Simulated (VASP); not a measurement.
Computed with PBE GGA, VASP's PBE PAW potentials (set 64) (plane waves; VASP).

The input files of a VASP run:

### KPOINTS
```
K-points
0
gamma
14 14 14
```

**INCAR**
```
! general
SYSTEM=Na
PREC  =Accurate
ENCUT =400   ! plane-wave cut-off (eV)
LREAL =.FALSE.   ! projection in real space or not
LASPH =.TRUE.   ! aspherical one-centre terms

! electronic loop
EDIFF =1E-7
NELM  =100
ALGO  =Normal   ! blocked Davidson

! smearing
ISMEAR=-5   ! tetrahedra, Bloechl

! functional
GGA   =PE

! ions
ISIF  =2   ! forces and stress, cell fixed

! output
LWAVE =.FALSE.
LCHARG=.TRUE.
LORBIT=11   ! lm-projected
NEDOS =601   ! DOS grid
```

**POSCAR**
```
Na
1
   -2.0793998238     2.0793998238     2.0793998238
    2.0793998238    -2.0793998238     2.0793998238
    2.0793998238     2.0793998238    -2.0793998238
Na
1
Direct
  0.0000000000   0.0000000000   0.0000000000
```

POTCAR, in this order: Na_pv (PBE.64 set). Program: vasp_std.

What VASP printed:

**OUTCAR**
```
 ion  position               nearest neighbor table
   1  0.000  0.000  0.000-
  LATTYP: Found a body centered cubic cell.
 ALAT       =     4.1587996476
 Subroutine PRICEL returns:
 Original cell was already a primitive cell.
 Subroutine GETGRP returns: Found 48 space group operations
The static configuration has the point symmetry O_h .
The dynamic configuration has the point symmetry O_h .
 Subroutine INISYM returns: Found 48 space group operations
 Subroutine IBZKPT returns following result:
 Found    104 irreducible k-points:

 Following reciprocal coordinates:
            Coordinates               Weight
  0.000000  0.000000  0.000000      1.000000
  0.071429  0.000000  0.000000     12.000000
  0.142857  0.000000  0.000000     12.000000
  0.214286  0.000000  0.000000     12.000000
  0.285714  0.000000  0.000000     12.000000
  0.357143  0.000000  0.000000     12.000000
  0.428571  0.000000  0.000000     12.000000
  0.500000  0.000000  0.000000      6.000000
  0.071429  0.071429  0.000000     24.000000
  0.142857  0.071429  0.000000     48.000000
  0.214286  0.071429  0.000000     48.000000
  0.285714  0.071429 -0.000000     48.000000
  0.357143  0.071429  0.000000     48.000000
  0.428571  0.071429 -0.000000     48.000000
  0.142857  0.142857  0.000000     24.000000
  0.214286  0.142857  0.000000     48.000000
  0.285714  0.142857  0.000000     48.000000
  0.357143  0.142857  0.000000     48.000000
  0.428571  0.142857  0.000000     24.000000
  0.214286  0.214286  0.000000     24.000000
  0.285714  0.214286 -0.000000     48.000000
  0.357143  0.214286  0.000000     48.000000
  0.285714  0.285714  0.000000     24.000000
  0.357143  0.285714  0.000000     24.000000
  0.071429  0.071429  0.071429      8.000000
  0.142857  0.071429  0.071429     24.000000
  0.214286  0.071429  0.071429     24.000000
  0.285714  0.071429  0.071429     24.000000
  0.357143  0.071429  0.071429     24.000000
  0.428571  0.071429  0.071429     12.000000
 -0.071429  0.071429  0.071429      6.000000
  0.142857  0.142857  0.071429     24.000000
  0.214286  0.142857  0.071429     48.000000
  0.285714  0.142857  0.071429     48.000000
  0.357143  0.142857  0.071429     48.000000
 -0.142857  0.142857  0.071429     24.000000
  0.214286  0.214286  0.071429     24.000000
  0.285714  0.214286  0.071429     48.000000
  0.357143  0.214286  0.071429     24.000000
 -0.214286  0.214286  0.071429     24.000000
   k-points           NKPTS =    104   k-points in BZ     NKDIM =    104   number of bands    NBANDS=      7
   number of dos      NEDOS =    601   number of ions     NIONS =      1
   total plane-waves  NPLWV =  13824
   dimension x,y,z NGX =    24 NGY =   24 NGZ =   24
   dimension x,y,z NGXF=    48 NGYF=   48 NGZF=   48
   ions per type =               1
   PREC   = accura    normal or accurate (medium, high low for compatibility)
   ISTART =      0    job   : 0-new  1-cont  2-samecut
   ICHARG =      2    charge: 1-file 2-atom 10-const
   ISPIN  =      1    spin polarized calculation?
   LNONCOLLINEAR =      F non collinear calculations
   LSORBIT =      F    spin-orbit coupling
   INIWAV =      1    electr: 0-lowe 1-rand  2-diag
   ENCUT  =  400.0 eV  29.40 Ry    5.42 a.u.   5.87  5.87  5.87*2*pi/ulx,y,z
   NELM   =    100;   NELMIN=  2; NELMDL= -5     # of ELM steps
   EDIFF  = 0.1E-06   stopping-criterion for ELM
   LREAL  =      F    real-space projection
   NLSPLINE    = F    spline interpolate recip. space projectors
   LMAXMIX     =    2 max onsite mixed and CHGCAR
   VOSKOWN=      0    Vosko Wilk Nusair interpolation
...
```

OSZICAR:
```
       N       E                     dE             d eps       ncg     rms          rms(c)
DAV:   1     0.164584099596E+02    0.16458E+02   -0.35354E+03  1491   0.705E+02
DAV:   2    -0.997611796183E+00   -0.17456E+02   -0.17451E+02  1526   0.128E+02
DAV:   3    -0.130818117521E+01   -0.31057E+00   -0.31057E+00  1862   0.241E+01
DAV:   4    -0.131092892505E+01   -0.27477E-02   -0.27477E-02  1785   0.198E+00
DAV:   5    -0.131096643793E+01   -0.37513E-04   -0.37513E-04  1883   0.197E-01    0.210E-01
DAV:   6    -0.131062822471E+01    0.33821E-03   -0.55552E-04  1743   0.377E-01    0.140E-01
DAV:   7    -0.131038518364E+01    0.24304E-03   -0.11025E-03  1631   0.443E-01    0.152E-02
DAV:   8    -0.131037809433E+01    0.70893E-05   -0.44261E-05  1813   0.149E-01    0.272E-03
DAV:   9    -0.131037807957E+01    0.14762E-07   -0.32296E-07  1659   0.940E-03
   1 F= -.13103781E+01 E0= -.13103781E+01  d E =0.000000E+00
```

### OUTCAR
```
------------------------ aborting loop because EDIFF is reached ----------------------------------------
  FORCE on cell =-STRESS in cart. coord.  units (eV):
  Direction    XX          YY          ZZ          XY          YZ          ZX
  --------------------------------------------------------------------------------------
  Total        0.0019114      0.0019114      0.0019114      0.0000000      0.0000000     -0.0000000
  in kB        0.0851521      0.0851521      0.0851521      0.0000000      0.0000000     -0.0000000
  external PRESSURE =       0.0851521 kB  Pullay stress =       0.0000000 kB
  volume of cell :       35.96
      direct lattice vectors                 reciprocal lattice vectors
    -2.079399824  2.079399824  2.079399824     0.000000000  0.240453997  0.240453997
     2.079399824 -2.079399824  2.079399824     0.240453997  0.000000000  0.240453997
     2.079399824  2.079399824 -2.079399824     0.240453997  0.240453997  0.000000000
 POSITION                                       TOTAL-FORCE (eV/Angst)
 -----------------------------------------------------------------------------------
      0.00000      0.00000      0.00000         0.000000      0.000000      0.000000
 -----------------------------------------------------------------------------------
    total drift:                               -0.000000     -0.000000      0.000000
  FREE ENERGIE OF THE ION-ELECTRON SYSTEM (eV)
  ---------------------------------------------------
  free  energy   TOTEN  =        -1.3103780796 eV

  energy  without entropy=       -1.3103780796  energy(sigma->0) =       -1.31037808

 total charge

# of ion       s       p       d       tot
------------------------------------------
    1        0.100   5.965   0.000   6.065
```
(Selected blocks of OUTCAR.)

For a metal the tetrahedron method with Blöchl corrections gives inexact stress and forces.

The compound is Na in the bcc structure. It was relaxed first, which changed the volume by -7 %.
